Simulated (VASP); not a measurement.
Method: PBEsol GGA, VASP's PBE PAW potentials (set 64) (plane waves; VASP).

VASP input:

INCAR:
```
# general
SYSTEM  = Ga
PREC    = Accurate
ENCUT   = 400   # plane-wave cut-off (eV)
LREAL   = F   # projection in real space or not
LASPH   = T

# electronic loop
EDIFF   = 1E-6   # SCF stop (eV)
NELM    = 100
ALGO    = Normal
LMAXMIX = 4   # l cut-off of mixed one-centre charges

# smearing
ISMEAR  = 1
SIGMA   = 0.1   # width (eV)

# functional
GGA     = PS   # PBEsol

# ions
IBRION  = 2   # conjugate gradients
NSW     = 60
ISIF    = 3
EDIFFG  = -0.01

# output
LWAVE   = F
LCHARG  = F
```

### POSCAR
```
Ga
1
   -1.6435965970     1.6435965970     1.6435965970
    1.6435965970    -1.6435965970     1.6435965970
    1.6435965970     1.6435965970    -1.6435965970
Ga
1
Direct
  0.0000000000   0.0000000000   0.0000000000
```

### KPOINTS
```
Regular mesh
0
gamma
  14 14 14
0 0 0
```

POTCAR, in this order: Ga_d (PBE.64 set). Program: vasp_std.

Output

File OUTCAR:
```
 ion  position               nearest neighbor table
   1  0.000  0.000  0.000-
  LATTYP: Found a body centered cubic cell.
 ALAT       =     3.2871931940
 Subroutine PRICEL returns:
 Original cell was already a primitive cell.
 Subroutine GETGRP returns: Found 48 space group operations
The static configuration has the point symmetry O_h .
The dynamic configuration has the point symmetry O_h .
 Subroutine INISYM returns: Found 48 space group operations
 Subroutine IBZKPT returns following result:
 Found    104 irreducible k-points:

 Following reciprocal coordinates:
            Coordinates               Weight
  0.000000  0.000000  0.000000      1.000000
  0.071429  0.000000  0.000000     12.000000
  0.142857  0.000000  0.000000     12.000000
  0.214286  0.000000  0.000000     12.000000
  0.285714  0.000000  0.000000     12.000000
  0.357143  0.000000  0.000000     12.000000
  0.428571  0.000000  0.000000     12.000000
  0.500000  0.000000  0.000000      6.000000
  0.071429  0.071429  0.000000     24.000000
  0.142857  0.071429  0.000000     48.000000
...
```

OSZICAR:
```
       N       E                     dE             d eps       ncg     rms          rms(c)
DAV:   1     0.304318921372E+02    0.30432E+02   -0.62237E+03  2168   0.200E+03
DAV:   2    -0.234456090063E+01   -0.32776E+02   -0.32060E+02  2128   0.209E+02
DAV:   3    -0.335189560039E+01   -0.10073E+01   -0.10058E+01  2444   0.372E+01
DAV:   4    -0.335912277653E+01   -0.72272E-02   -0.72263E-02  2418   0.323E+00
DAV:   5    -0.335921619589E+01   -0.93419E-04   -0.93417E-04  2474   0.325E-01    0.963E-01
DAV:   6    -0.332166790099E+01    0.37548E-01   -0.77775E-02  2358   0.620E+00    0.442E-01
DAV:   7    -0.331408579803E+01    0.75821E-02   -0.11369E-02  2830   0.197E+00    0.131E-01
DAV:   8    -0.331305969203E+01    0.10261E-02   -0.84739E-04  2768   0.563E-01    0.667E-03
DAV:   9    -0.331305973579E+01   -0.43758E-07   -0.70928E-06  2658   0.500E-02
   1 F= -.33130597E+01 E0= -.33128947E+01  d E =-.331306E+01
```

### OUTCAR
```
------------------------ aborting loop because EDIFF is reached ----------------------------------------
  FORCE on cell =-STRESS in cart. coord.  units (eV):
  Direction    XX          YY          ZZ          XY          YZ          ZX
  --------------------------------------------------------------------------------------
  Total       -0.0098995     -0.0098995     -0.0098995     -0.0000000     -0.0000000      0.0000000
  in kB       -0.8930530     -0.8930530     -0.8930530     -0.0000000     -0.0000000      0.0000000
  external PRESSURE =      -0.8930530 kB  Pullay stress =       0.0000000 kB
  volume of cell :       17.76
      direct lattice vectors                 reciprocal lattice vectors
    -1.643596597  1.643596597  1.643596597     0.000000000  0.304210900  0.304210900
     1.643596597 -1.643596597  1.643596597     0.304210900  0.000000000  0.304210900
     1.643596597  1.643596597 -1.643596597     0.304210900  0.304210900  0.000000000
 POSITION                                       TOTAL-FORCE (eV/Angst)
 -----------------------------------------------------------------------------------
      0.00000      0.00000      0.00000        -0.000000     -0.000000     -0.000000
 -----------------------------------------------------------------------------------
    total drift:                                0.000000     -0.000000      0.000000
  FREE ENERGIE OF THE ION-ELECTRON SYSTEM (eV)
  ---------------------------------------------------
  free  energy   TOTEN  =        -3.3130597358 eV

  energy  without entropy=       -3.3125646414  energy(sigma->0) =       -3.31289470

 reached required accuracy - stopping structural energy minimisation
```
(Selected blocks of OUTCAR.)

The structure was generated: Ga was put into the bcc type (Im-3m), which need not be its known phase. It was relaxed first, which changed the volume by -6 %. The start is the result of an earlier pass.
